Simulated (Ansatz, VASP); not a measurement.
**Cross-check of MgO between VASP and Ansatz**

Aim: how closely do two programs agree when they are given the same cell, functional and k mesh? Valence electrons are named where the data sets of a main pair hold unlike numbers.

Main program and level: Ansatz 0.2.0; plane waves, with VASP 6.6.1 beside it; band structure at LDA, band structure at PBEsol and band structure at r2SCAN.

### Step 1. The starting structure

The structure is cubic, space group Fm-3m (No. 225). Conventional cell: a = 4.212 Å, b = 4.212 Å, c = 4.212 Å, α = 90.00°, β = 90.00°, γ = 90.00°. Mg has 6 O at 2.11 Å nearest. Nearest to O lie 6 Mg at 2.11 Å. Farther neighbours and most contacts between anions are not listed.

Structure file:

```cif
data_structure
_symmetry_space_group_name_H-M 'Fm-3m'
_symmetry_Int_Tables_number 225
_cell_length_a 4.2121
_cell_length_b 4.2121
_cell_length_c 4.2121
_cell_angle_alpha 90.000
_cell_angle_beta 90.000
_cell_angle_gamma 90.000
_cell_volume 74.73
loop_
_atom_site_label
_atom_site_type_symbol
_atom_site_symmetry_multiplicity
_atom_site_Wyckoff_symbol
_atom_site_fract_x
_atom_site_fract_y
_atom_site_fract_z
_atom_site_occupancy
Mg1 Mg 4 a 0.00000 0.00000 0.00000 1
O1 O 4 b 0.50000 0.00000 0.00000 1
```

### Step 2. VASP: band structure, LDA

Levels along a path test the potential and the projectors away from the mesh points.

Lines of VASP's logs that name or quote its potential files are left out, and so is its time.

INCAR

```
SYSTEM = MgO
PREC = Accurate
ENCUT = 520
EDIFF = 1E-06
NELM = 100
ISMEAR = 0
SIGMA = 0.02
LREAL = .FALSE.
ALGO = Normal
GGA = CA
NBANDS = 16
LORBIT = 11
LWAVE = .FALSE.
LCHARG = .FALSE.
KPAR = 4
```

POSCAR

```
MgO
1.0
    0.0000000000      2.1060700000      2.1060700000
    2.1060700000      0.0000000000      2.1060700000
    2.1060700000      2.1060700000      0.0000000000
Mg O
1 1
Direct
    0.0000000000      0.0000000000      0.0000000000
    0.5000000000      0.5000000000      0.5000000000
```

KPOINTS

```
Automatic mesh
0
Gamma
6 6 6
0 0 0
```

KPOINTS_OPT

```
Line mode
16
Line-mode
Reciprocal
  0.00000000   0.00000000   0.00000000 GAMMA
  0.50000000   0.00000000   0.50000000 X

  0.50000000   0.00000000   0.50000000 X
  0.50000000   0.25000000   0.75000000 W

  0.50000000   0.25000000   0.75000000 W
  0.37500000   0.37500000   0.75000000 K

  0.37500000   0.37500000   0.75000000 K
  0.00000000   0.00000000   0.00000000 GAMMA

  0.00000000   0.00000000   0.00000000 GAMMA
  0.50000000   0.50000000   0.50000000 L

  0.50000000   0.50000000   0.50000000 L
  0.62500000   0.25000000   0.62500000 U

  0.62500000   0.25000000   0.62500000 U
  0.50000000   0.25000000   0.75000000 W

  0.50000000   0.25000000   0.75000000 W
  0.50000000   0.50000000   0.50000000 L

  0.50000000   0.50000000   0.50000000 L
  0.37500000   0.37500000   0.75000000 K

  0.62500000   0.25000000   0.62500000 U
  0.50000000   0.00000000   0.50000000 X
```

The projector-augmented-wave data sets are Mg and O (PBE family, release 64).

Run with:

```
mpirun -np 4 vasp_std
```

Numbers of over 12 decimals in the logs are rounded to 6 here.

The log of the run:

```text
[banner, memory and clock lines left out]
running    4 mpi-ranks, on    1 nodes
 distrk:  each k-point on    1 cores,    4 groups
 distr:  one band on    1 cores,    1 groups

 POSCAR found type information on POSCAR MgO
 POSCAR found :  2 types and       2 ions
|                                                                             |
|               ----> ADVICE to this user running VASP <----                  |
|                                                                             |
|     You enforced a specific xc type in the INCAR file but a different       |
|     [... a line on the potential file left out ...]
|     I HOPE YOU KNOW WHAT YOU ARE DOING!                                     |
|                                                                             |

 LDA part: xc-table for (Slater(with rela. corr.)+CA(PZ))
 , standard interpolation
 POSCAR, INCAR and KPOINTS ok, starting setup
 FFT: planning ... GRIDC
 FFT: planning ... GRID_SOFT
 FFT: planning ... GRID
 WAVECAR not read
 entering main loop
       N       E                     dE             d eps       ncg     rms          rms(c)
DAV:   1     0.139148653112E+02    0.13915E+02   -0.45122E+03   584   0.459E+02
DAV:   2    -0.142524077229E+02   -0.28167E+02   -0.27654E+02   696   0.118E+02
DAV:   3    -0.147286675299E+02   -0.47626E+00   -0.47614E+00   608   0.117E+01
DAV:   4    -0.147295612492E+02   -0.89372E-03   -0.89372E-03   696   0.566E-01
DAV:   5    -0.147295635076E+02   -0.22584E-05   -0.22584E-05   576   0.263E-02    0.664E+00
DAV:   6    -0.133654385270E+02    0.13641E+01   -0.67205E+00   552   0.104E+01    0.216E+00
DAV:   7    -0.133322006558E+02    0.33238E-01   -0.65687E-02   600   0.155E+00    0.130E+00
DAV:   8    -0.133097685475E+02    0.22432E-01   -0.36237E-02   576   0.135E+00    0.326E-01
DAV:   9    -0.133088660509E+02    0.90250E-03   -0.11236E-03   632   0.188E-01    0.145E-01
DAV:  10    -0.133086948879E+02    0.17116E-03   -0.32049E-04   576   0.117E-01    0.919E-03
DAV:  11    -0.133086937937E+02    0.10942E-05   -0.10353E-05   664   0.150E-02    0.376E-03
DAV:  12    -0.133086937186E+02    0.75036E-07   -0.27014E-07   336   0.323E-03
   1 F= -.13308694E+02 E0= -.13308694E+02  d E =-.393805E-43
 Start KPOINTS_OPT (optional k-point list driver)
k-point batch [1-16\160]
       N       E                     dE             ncg
DAV:   1     0.218718141514E+03   -0.31137E+04      544
DAV:   2    -0.266711393269E+03   -0.48543E+03      680
DAV:   3    -0.278624136199E+03   -0.11913E+02      616
DAV:   4    -0.278649096492E+03   -0.24960E-01      704
DAV:   5    -0.278649167007E+03   -0.70515E-04      592
DAV:   6    -0.278649167277E+03   -0.26980E-06      664
[...]
k-point batch [145-160\160]
       N       E                     dE             ncg
DAV:   1     0.623958941444E+02   -0.66673E+04      568
DAV:   2    -0.352064504385E+03   -0.41446E+03      720
DAV:   3    -0.359384951251E+03   -0.73204E+01      704
DAV:   4    -0.359400431033E+03   -0.15480E-01      664
DAV:   5    -0.359400478497E+03   -0.47464E-04      696
DAV:   6    -0.359400478660E+03   -0.16230E-06      568
```

Parts of OUTCAR (step 2):

```text
ion  position               nearest neighbor table
   1  0.000  0.000  0.000-   2 2.11   2 2.11   2 2.11   2 2.11   2 2.11   2 2.11
   2  0.500  0.500  0.500-   1 2.11   1 2.11   1 2.11   1 2.11   1 2.11   1 2.11

  LATTYP: Found a face centered cubic cell.
 ALAT       =     4.2121400000

 Subroutine GETGRP returns: Found 48 space group operations
 (whereof 48 operations were pure point group operations)

The static configuration has the point symmetry O_h .

 Found     16 irreducible k-points:

   k-points           NKPTS =     16   k-points in BZ     NKDIM =     16   number of bands    NBANDS=     16

   dimension x,y,z NGX =    24 NGY =   24 NGZ =   24
   dimension x,y,z NGXF=    48 NGYF=   48 NGZF=   48

   ENCUT  =  520.0 eV  38.22 Ry    6.18 a.u.   5.54  5.54  5.54*2*pi/ulx,y,z

   NELECT =       8.0000    total number of electrons

 k-points in reciprocal lattice and weights: Automatic mesh
   0.00000000  0.00000000  0.00000000       0.005
   0.16666667  0.00000000  0.00000000       0.037
   0.33333333  0.00000000  0.00000000       0.037
   0.50000000  0.00000000  0.00000000       0.019
   0.16666667  0.16666667  0.00000000       0.028
   0.33333333  0.16666667  0.00000000       0.111
   0.50000000  0.16666667  0.00000000       0.111
  -0.33333333  0.16666667  0.00000000       0.111
  -0.16666667  0.16666667  0.00000000       0.056
[...]
-0.33333333  0.33333333  0.16666667       0.111
  -0.33333333  0.50000000  0.16666667       0.056

 average (electrostatic) potential at core
       1 -34.4449       2 -69.5023

 E-fermi :   3.0137

 k-point     1 :       0.0000    0.0000    0.0000
  band No.  band energies     occupation
      1     -14.1744      2.00000
      2       2.8227      2.00000
      3       2.8227      2.00000
      4       2.8227      2.00000
      5       7.4992      0.00000
      6      18.3528      0.00000
      7      18.3528      0.00000
      8      18.3528      0.00000
      9      22.3647      0.00000
    ...

 k-point     2 :       0.1667    0.0000    0.0000
  band No.  band energies     occupation
      1     -13.8788      2.00000
      2       1.2972      2.00000
      3       2.6446      2.00000
      4       2.6446      2.00000
      5       8.9045      0.00000
      6      16.0591      0.00000
      7      18.9250      0.00000
      8      18.9250      0.00000
      9      22.7281      0.00000
    ...

 k-point     3 :       0.3333    0.0000    0.0000
  band No.  band energies     occupation
      1     -13.2096      2.00000
      2      -0.9007      2.00000
      3       2.3121      2.00000
      4       2.3121      2.00000
      5      10.3685      0.00000
      6      14.9437      0.00000
      7      19.1256      0.00000
      8      19.1256      0.00000
      9      23.4161      0.00000
    ...

  Total       -0.6879012     -0.6879012     -0.6879012      0.0000000     -0.0000000      0.0000000
  in kB      -58.9913393    -58.9913393    -58.9913393      0.0000000     -0.0000000      0.0000000
  external PRESSURE =     -58.9913393 kB  Pullay stress =       0.0000000 kB

  energy-cutoff  :      520.00
  volume of cell :       18.68
      direct lattice vectors                 reciprocal lattice vectors
     0.000000000  2.106070000  2.106070000    -0.237409013  0.237409013  0.237409013
     2.106070000  0.000000000  2.106070000     0.237409013 -0.237409013  0.237409013
     2.106070000  2.106070000  0.000000000     0.237409013  0.237409013 -0.237409013

 POSITION                                       TOTAL-FORCE (eV/Angst)
 -----------------------------------------------------------------------------------
      0.00000      0.00000      0.00000        -0.000000     -0.000000     -0.000000
      2.10607      2.10607      2.10607         0.000000      0.000000      0.000000
 -----------------------------------------------------------------------------------
    total drift:                               -0.000000     -0.000000      0.000000

  FREE ENERGIE OF THE ION-ELECTRON SYSTEM (eV)
  ---------------------------------------------------
  free  energy   TOTEN  =       -13.3086937186 eV

  energy  without entropy=      -13.3086937186  energy(sigma->0) =      -13.30869372

 total charge
# of ion       s       p       d       tot
------------------------------------------
    1        0.152   0.184   0.082   0.419
    2        1.528   3.534   0.000   5.063
--------------------------------------------------
tot          1.680   3.718   0.082   5.481

[... 3 further parts left out ...]
```

The PAW data sets were made with PBE, though LDA sets exist; pressures can shift by 1 GPa and more with it. At this level the cell is under a tension of 5.9 GPa, so at these settings it is away from equilibrium.

### Step 3. Ansatz: band structure, LDA

Ansatz runs on its default PAW (the set named soft_2) files.

The same cell, functional (in two slightly different forms), mesh and smearing now go to Ansatz, which takes its cutoff from its data sets.

input.yaml

```yaml
crystal:
  lattice:
    - [0.0, 2.10607, 2.10607]
    - [2.10607, 0.0, 2.10607]
    - [2.10607, 2.10607, 0.0]
  atoms:
    - { symbol: Mg, position: [0.0, 0.0, 0.0] }
    - { symbol: O, position: [0.5, 0.5, 0.5] }
hamiltonian:
  xc: lda
  pseudopotentials: { kind: paw }
kpoints:
  mp_grid: { grid: [6, 6, 6] }
  band_path:
    path:
      - [0.0, 0.0, 0.0]
      - [0.16667, 0.0, 0.16667]
      - [0.33333, 0.0, 0.33333]
      - [0.5, 0.0, 0.5]
      - [0.5, 0.08333, 0.58333]
      - [0.5, 0.18333, 0.68333]
      - [0.5, 0.25, 0.75]
      - [0.45, 0.3, 0.75]
      - [0.40833, 0.34167, 0.75]
      - [0.35, 0.35, 0.7]
      - [0.225, 0.225, 0.45]
      - [0.075, 0.075, 0.15]
      - [0.03333, 0.03333, 0.03333]
      - [0.23333, 0.23333, 0.23333]
      - [0.4, 0.4, 0.4]
      - [0.51667, 0.46667, 0.51667]
      - [0.55833, 0.38333, 0.55833]
      - [0.60833, 0.28333, 0.60833]
      - [0.60833, 0.25, 0.64167]
      - [0.55833, 0.25, 0.69167]
      - [0.51667, 0.25, 0.73333]
      - [0.5, 0.3, 0.7]
      - [0.5, 0.38333, 0.61667]
      - [0.5, 0.48333, 0.51667]
      - [0.475, 0.475, 0.55]
      - [0.425, 0.425, 0.65]
      - [0.38333, 0.38333, 0.73333]
      - [0.59167, 0.18333, 0.59167]
      - [0.55, 0.1, 0.55]
      - [0.5, 0.0, 0.5]
    npoints: 1
scf:
  occupations: { method: gaussian, width: 0.02 }
  n_extra_bands: 7
output:
  forces: true
  stress: true
  eigenvalues: true
```

Run with:

```
ansatz run input.yaml --threads 2 --pin off --max-ram 4608MiB --backend cpu --events-out ev --progress --plain --runs-dir out
```

The log of the run:

```text
scf.n_extra_bands = 7 over 8 filled bands (N_el = 16.0): the run solves 15 bands
Engine: ansatz 0.2.0, x86_64-unknown-linux-gnu
Pseudopotentials: kind: paw
Pseudopotential: Mg, paw, valence charge 10, recommended cutoff 420 eV (normal), Mg.paw.azcp
Pseudopotential: O, paw, valence charge 6, recommended cutoff 420 eV (normal), O.paw.azcp
Functional definition: SPW92
  exchange = slater_x
  correlation = pw_c
Crystal: 2 atoms, lattice volume = 18.683 Å³
Basis set: ecut = 420 eV, 339 PW (Γ)
Bands: 15, of which v1, the nominal top of the filled ones, is band 8 counted from 1 (7 counted from 0)
Symmetry: 48 space group operations
Space group: Fm-3m (ITA 225), of the structure as read, at distance tolerance 2.7e-5 Å
k-points: 16 of 216
Non-local potential: Mg, projectors of the file, l = 0: 3, l = 1: 2, l = 2: 1
Non-local potential: O, projectors of the file, l = 0: 2, l = 1: 2, l = 2: 1
PAW form: soft (Blöchl's): semilocal exchange-correlation on the pseudo side does not see the compensation charge
PAW frozen core: Mg, regenerated for the run's functional, and the local potential with it (the file was generated under x = pbe(κ = 0.804, μ = 0.219515), c = pbe(β = 0.066725))
PAW frozen core: O, regenerated for the run's functional, and the local potential with it (the file was generated under x = pbe(κ = 0.804, μ = 0.219515), c = pbe(β = 0.066725))
PAW one-centre angular grid: Mg, 110 points (default); XC on 64 Gauss nodes
PAW one-centre angular grid: O, 110 points (default); XC on 64 Gauss nodes
Initial density: superposition of atomic densities (neutral atoms: chi_scale 0, normalization atom), corrected by the library's trained network
Initial wavefunctions: pseudopotential atomic-orbital guess
Functional: x = slater, c = lda
SCF iter   1: F=—  HF=-2460.067711 eV  |F-HF|=—  |Δ(HF+E_count)|=         —  Δρ=1.71e-2  dr2=4.38e-2  ethr=1.77e-3  ⟨swp⟩=5.9  Hψ=1286  notcnv=0  defer=1
preconditioner: auto → none  [insulator: Δε(μ)=4.505 eV  Ē_g=22.168 eV  σ=0.020 eV  W_gap=1.00  n_scr=8 (ndim 8)  ℏωp=24.3 eV  f_vac=0.000  D(μ)=0.00/eV (n_scr^D=0)  ε∞_Penn≈2.2]
SCF iter   2: F=—  HF=-2460.053449 eV  |F-HF|=—  |Δ(HF+E_count)|=   1.43e-2  Δρ=6.00e-3  dr2=6.50e-3  ethr=2.74e-4  ⟨swp⟩=2.0  Hψ=440  notcnv=0  defer=30
SCF iter   3: F=—  HF=-2460.051329 eV  |F-HF|=—  |Δ(HF+E_count)|=   2.12e-3  Δρ=8.54e-4  dr2=8.33e-5  ethr=4.06e-5  ⟨swp⟩=2.1  Hψ=316  notcnv=0  defer=33
SCF iter   4: F=—  HF=-2460.051295 eV  |F-HF|=—  |Δ(HF+E_count)|=   3.47e-5  Δρ=9.27e-5  dr2=1.40e-6  ethr=5.20e-7  ⟨swp⟩=2.1  Hψ=261  notcnv=0  defer=33
iter 5 did not close the SCF: its close was put off for the readings that it lacked (scf_convergence_deferred on its scf_iter line)
SCF iter   5: F=-2460.051294 eV  HF=-2460.051294 eV  |F-HF|=3.75e-9  |Δ(HF+E_count)|=   3.65e-7  Δρ=1.02e-5  dr2=7.82e-9  ethr=8.75e-9  ⟨swp⟩=2.6  Hψ=300  notcnv=0  defer=33
SCF iter   6: F=-2460.051294 eV  HF=-2460.051294 eV  |F-HF|=2.44e-10  |Δ(HF+E_count)|=   5.24e-9  Δρ=1.54e-6  dr2=1.45e-10  ethr=4.89e-11  ⟨swp⟩=5.2  Hψ=948  notcnv=0
SCF 1 converged in 6 iterations: F = -2460.051294 eV  dr2 = 1.45e-10
  greatest PAW one-centre occupation: 1.000 electrons in one spin orbital (limit 2), on the Mg atom at site 0 (counted from 0), in its partial waves of l = 1
NSCF: frozen V_eff on 30 k-points
SCF converged after 6 iterations
Free energy (F): -2460.051294 eV
Harris-Foulkes:  -2460.051294 eV  (|F-HF|=2.44e-10)
Internal energy: -2460.051294 eV  (E = F + TS)
E sigma→0 (E₀):  -2460.051294 eV
Fermi energy:    10.088688 eV
--- Per-component energies (eV) ---
  E_band       = -295.652915
  E_kinetic    = 254.627341
  E_local      = -1601.301784  (includes V_loc(G=0)·N_el)
  E_nonlocal   = 145.518809
  E_hartree    = 551.874806
  E_xc         = -103.636348
  E_vxc        = -133.759211  (∫ρ·V_xc dr)
  E_paw        = -418.041282  (= ΣΔE_a)
  E_vpaw       = -64.490762  (= ΣTr[D̂ρ^β])
  E_aug_tail   = 0.002577  (compensation charges beyond the density's cutoff)
  E_ewald      = -1289.342815
  E_core_change = 0.247401  (= ΣΔE_core)
  E_smearing   = -0.000000  (= −TS)
  E_closure    = 0.000000  (closes the sum)
  Σ components = -2460.051294   (vs F -2460.051294, Δ=0.00e0)
--- Forces (eV/Å), atoms counted from 1 ---
  atom   1  Mg    -0.00000000     0.00000000    -0.00000000
  atom   2  O      0.00000000    -0.00000000    -0.00000000
  max |Σ_I F_I| component: 1.43e-29 eV/Å
--- Stress (GPa, compression-positive) ---
       -6.079246       0.000000       0.000000
        0.000000      -6.079246       0.000000
        0.000000      -0.000000      -6.079246
  P = ⅓ Tr σ = -6.0792 GPa (-60.792 kbar)
--- Band table (eV; the first three rows and the last of 16) ---
  k-point 0: bands = [... 4 lower, -9.2409, 7.7608, 7.7608, 7.7608, 12.4165, 23.3058, 23.3058, 23.3058, ... 3 higher]
  k-point 1: bands = [... 4 lower, -8.9371, 6.2352, 7.5834, 7.5834, 13.8239, 21.0061, 23.8690, 23.8690, ... 3 higher]
  k-point 2: bands = [... 4 lower, -8.2517, 4.0432, 7.2538, 7.2538, 15.2969, 19.8743, 24.0483, 24.0483, ... 3 higher]
  k-point 15: bands = [... 4 lower, -7.5746, 4.1702, 5.4943, 6.0626, 18.1215, 18.9008, 20.0392, 23.9793, ... 3 higher]
```

It took 4.3 s on 2 threads of Intel Xeon at 2.80GHz (Skylake/Cascade Lake), shared host; peak memory 0.28 GiB.

### Step 4. Side by side

Known differences besides the potentials themselves: the two LDA forms differ slightly; the data sets hold 16 valence electrons in Ansatz (on its default PAW (the set named soft_2) files) and 8 in VASP; the cutoff is 420 eV in Ansatz and 520 eV in VASP; Ansatz makes its cores anew for this functional, VASP keeps those of its PBE data sets; VASP's log shows a relativistic correction to its local exchange, Ansatz's none. Total energies have different zeros and are not compared.

Compared:

```
                                        quantity  Ansatz   VASP  difference
                                  pressure (GPa)   -6.08  -5.90       -0.18
pressure without Ansatz's Pulay correction (GPa)   -6.93  -5.90       -1.04
                   gap over the path points (eV)   4.656  4.676      -0.021
```

Levels at points of the path, from each program's valence-band top (eV; 3 filled, then empty):

```
k (reciprocal lattice)                         Ansatz                           VASP
     0.000 0.000 0.000      0.00 0.00 0.00 4.66 15.54      0.00 0.00 0.00 4.68 15.53
     0.167 0.000 0.167   -1.60 -0.39 -0.39 6.54 12.49   -1.60 -0.40 -0.40 6.56 12.47
     0.333 0.000 0.333    -3.47 -1.07 -1.07 9.12 9.83    -3.48 -1.07 -1.07 9.14 9.80
     0.500 0.000 0.500    -4.12 -1.36 -1.36 8.92 9.71    -4.15 -1.37 -1.37 8.89 9.74
     0.500 0.083 0.583   -3.98 -1.63 -1.48 9.35 10.12   -4.01 -1.64 -1.48 9.32 10.16
     0.500 0.183 0.683  -3.48 -2.41 -1.73 10.59 11.36  -3.51 -2.43 -1.74 10.58 11.40
     0.500 0.250 0.750  -2.99 -2.99 -1.80 11.46 11.46  -3.01 -3.01 -1.81 11.45 11.45
     0.450 0.300 0.750  -3.33 -2.75 -1.58 10.69 11.70  -3.35 -2.76 -1.59 10.68 11.74
     0.408 0.342 0.750  -3.49 -2.74 -1.26 10.07 11.55  -3.51 -2.75 -1.27 10.07 11.58
     0.350 0.350 0.700  -3.28 -3.09 -1.07 10.07 11.96  -3.31 -3.10 -1.08 10.06 12.00
```

Among the levels compared at these points, filled levels agree within 34 meV and empty ones within 40 meV. Ansatz's pressure holds a Pulay correction of 0.85 GPa; VASP's holds none.

(Continued in part 2 of 2.)

[Lines on the potential files, build, host, timing and source positions are cut from VASP's logs without a mark.]

[Logs are printed without paths, hosts, clocks, repeated set-up lines and the standing remarks that a program may print on its own settings, such as how far it seeks lower states.]

[Hosts, paths, dates, database ids (printed as entryN), source tags and the programs' standing remarks are cut or masked in the printed files.]
